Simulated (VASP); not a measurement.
# Zr (Zirconium) with PBE + D3(BJ): from relaxation to properties, part 5 of 5

What structure and properties does PBE + D3(BJ) give Zr (Zirconium), and how near are they to the measured ones? The start is a cell from a database of measured crystal structures.

VASP 6.6.1, plane waves and PAW; the level of theory is named at each step.

Still holding for the runs below: The k-mesh is coarse for a metal.

So far. Step 15 (Fit for PBE + D3(BJ)): The fitted volume lies +0.29 % from the relaxed one. At a finite cutoff and mesh the minimum of the energy and the zero of the stress don't quite coincide, and the relaxation stops at a threshold. Step 16 (Core-level energies (PBE + D3(BJ))): Atoms of one element give levels within 0.1 eV of each other. The relaxed cell has a = 3.193, c = 5.080 Å (conventional setting).

### 17. Bands along the symmetry lines (PBE + D3(BJ) + SOC) (continued)

Level of this step: PBE with D3(BJ), spin-orbit coupling; plane waves and PAW (Zr_sv) (VASP).

From OUTCAR (step 17):

```text
   k-points           NKPTS =     14   k-points in BZ     NKDIM =     14   number of bands    NBANDS=     36

   NELECT =      24.0000    total number of electrons

 E-fermi :   9.4017

 k-point     1 :       0.0000    0.0000    0.0000
  band No.  band energies     occupation
    ...
     16     -16.2164      1.00000
     17       3.7017      1.00000
     18       3.7017      1.00000
     19       6.2841      1.00000
     20       6.2841      1.00000
     21      10.2411     -0.00000
     22      10.2411     -0.00000
     23      10.3399     -0.00000
     24      10.3399     -0.00000
     25      10.4464     -0.00000
    ...

 Edisp (eV)   -1.09891

  Total       0.17466     0.17466    -0.12007    -0.00000     0.00000     0.00000
  in kB       6.24033     6.24033    -4.29002    -0.00000     0.00000     0.00000
  external pressure =        2.73 kB  Pullay stress =        0.00 kB

 POSITION                                       TOTAL-FORCE (eV/Angst)
 -----------------------------------------------------------------------------------
     -0.00000      1.84322      1.27007         0.000000     -0.000000      0.000000
      1.59628      0.92161      3.81021        -0.000000      0.000000     -0.000000
 -----------------------------------------------------------------------------------
    total drift:                               -0.000000      0.000000     -0.000000

  FREE ENERGIE OF THE ION-ELECTRON SYSTEM (eV)
  ---------------------------------------------------
  free  energy   TOTEN  =       -18.1890027436 eV

  energy  without entropy=      -18.1720808260  energy(sigma->0) =      -18.18336210

 Spin-Orbit-Coupling matrix elements
 Ion:    1  E_soc:     -0.1434566
 Ion:    2  E_soc:     -0.1434566

 magnetization (x)
# of ion       s       p       d       tot
------------------------------------------
    1        0.000   0.000   0.000   0.000
    2       -0.000   0.000  -0.000  -0.000
--------------------------------------------------
tot          0.000   0.000  -0.000  -0.000

 magnetization (y)
# of ion       s       p       d       tot
------------------------------------------
    1        0.000   0.000   0.000   0.000
    2        0.000   0.000   0.000   0.000
--------------------------------------------------
tot          0.000   0.000   0.000   0.000

 magnetization (z)
# of ion       s       p       d       tot
------------------------------------------
    1        0.000   0.000   0.000   0.000
    2        0.000   0.000   0.000   0.000
--------------------------------------------------
tot          0.000   0.000   0.000   0.000

[... 7 parts as in an earlier step ...]

[... 9 further parts left out ...]
```

This step gave:

* SCF cycles: 13
* bands: 36
* irreducible k-points: 14
* free energy (TOTEN): -18.19 eV
* energy at zero smearing: -18.18 eV
* Fermi energy: 9.402 eV
* pressure: 0.2730 GPa

On-site spin-orbit energy by atom:

| atom | on-site spin-orbit energy (eV) |
| --- | --- |
| Zr1 | -0.143 |
| Zr2 | -0.143 |

The electronic bands at the labelled points (eV, zero at the Fermi level; # counts the bands kept):

```csv
point,#5,#6,#7,#8,#9,#10,#11,#12
Γ,0.84,0.84,0.94,0.94,1.04,1.04,1.34,1.34
0.53 of the way,-1.07,-1.07,-0.56,-0.56,0.73,0.73,1.12,1.12
M,-2.24,-2.24,-0.12,-0.12,0.53,0.53,0.84,0.84
0.47 of the way,-2.09,-2.09,-0.49,-0.49,0.31,0.31,0.70,0.70
K,-1.32,-1.32,-1.12,-1.12,0.27,0.27,0.31,0.31
0.47 of the way,-1.33,-1.33,-1.15,-1.15,0.46,0.46,0.76,0.76
Γ,0.84,0.84,0.94,0.94,1.04,1.04,1.34,1.34
0.47 of the way,0.60,0.60,0.68,0.68,0.69,0.69,0.76,0.76
A,0.06,0.06,0.06,0.06,0.75,0.75,0.75,0.75
0.53 of the way,-0.80,-0.80,-0.80,-0.80,0.50,0.50,0.50,0.50
L,-1.11,-1.11,-1.11,-1.11,1.78,1.78,1.78,1.78
0.47 of the way,-0.85,-0.85,-0.84,-0.84,0.47,0.47,0.50,0.50
H,-1.34,-1.34,-1.27,-1.27,-0.01,-0.01,0.06,0.06
0.47 of the way,-0.73,-0.73,-0.70,-0.70,0.06,0.06,0.09,0.09
A,0.06,0.06,0.06,0.06,0.75,0.75,0.75,0.75
jump to L,-1.11,-1.11,-1.11,-1.11,1.78,1.78,1.78,1.78
0.47 of the way,-1.21,-1.21,-1.10,-1.10,1.04,1.04,1.22,1.22
M,-2.24,-2.24,-0.12,-0.12,0.53,0.53,0.84,0.84
jump to K,-1.32,-1.32,-1.12,-1.12,0.27,0.27,0.31,0.31
0.47 of the way,-1.38,-1.38,-1.11,-1.11,0.12,0.12,0.17,0.17
H,-1.34,-1.34,-1.27,-1.27,-0.01,-0.01,0.06,0.06
```

There is no gap at this level.

Of the bands kept, 8 cross the Fermi level on this path (spinor bands, one electron each).

### 18. What came out

```yaml
relaxed_volume: 22.42 Å³/atom
relaxed_conventional_cell_a_b_c: 3.193, 3.193, 5.080 Å; angles 90.0, 90.0, 120.0°
space_group_after_relaxing_within_0p02_a: P6_3/mmc (No. 194)
band_gap: none, a metal
dos_at_the_fermi_level: 1.84 states/eV/cell
bulk_modulus_from_the_fit: 98.3 GPa
volume_from_the_fit: 22.5 Å³/atom
shallowest_level_of_the_frozen_cores: Zr1 3d, 168.8 eV deep
band_gap_pbe_d3_bj_soc: none, a metal
```

With PBE + D3(BJ), Zr (Zirconium) relaxes to 22.42 Å³/atom in space group P6_3/mmc (held by the symmetry of the run), comes out as a metal and has a bulk modulus of 98.3 GPa. Against the listed cell the volume lies -3.7 % (a -1.2 %, c -1.3 %). Bands along the symmetry lines (PBE + D3(BJ)): Of the bands kept, 4 cross the Fermi level on this path. Bands along the symmetry lines (PBE + D3(BJ) + SOC): Of the bands kept, 8 cross the Fermi level on this path (spinor bands, one electron each). The k-sampling is coarse for a metal, so the Fermi level, pressures and the shape of the cell carry errors. No search among competing phases was made. All values are for a static lattice at zero temperature.

Calculation against experiment:

| quantity | measured | PBE with D3(BJ) |
| --- | --- | --- |
| lattice constant a (Å) | 3.2349 | 3.193 (-1.3 %) |
| lattice constant c (Å) | 5.1512 | 5.080 (-1.4 %) |

Measured values from arxiv:1701.02117 (2017).

Verdict: The lattice constant a is off by -1.3 %: fair agreement. The lattice constant c is off by -1.4 %: fair agreement. The grades are ours: good and fair within 0.7 and 1.5 % for the lattice constant a and 0.8 and 2 % for the lattice constant c. For lattice constants the calculation has a static lattice, without zero-point motion or thermal expansion (measured at up to 300 K).

[Lines on the potential files, build, host, timing and source positions are cut from VASP's logs without a mark.]

[Logs are printed without paths, hosts, clocks, repeated set-up lines and the standing remarks that a program may print on its own settings, such as how far it seeks lower states.]

[Hosts, paths, dates, database ids (printed as entryN), source tags and the programs' standing remarks are cut or masked in the printed files.]

[Measured values are set beside computed ones only where the two were judged alike; some that the calculation misses by far are left out.]
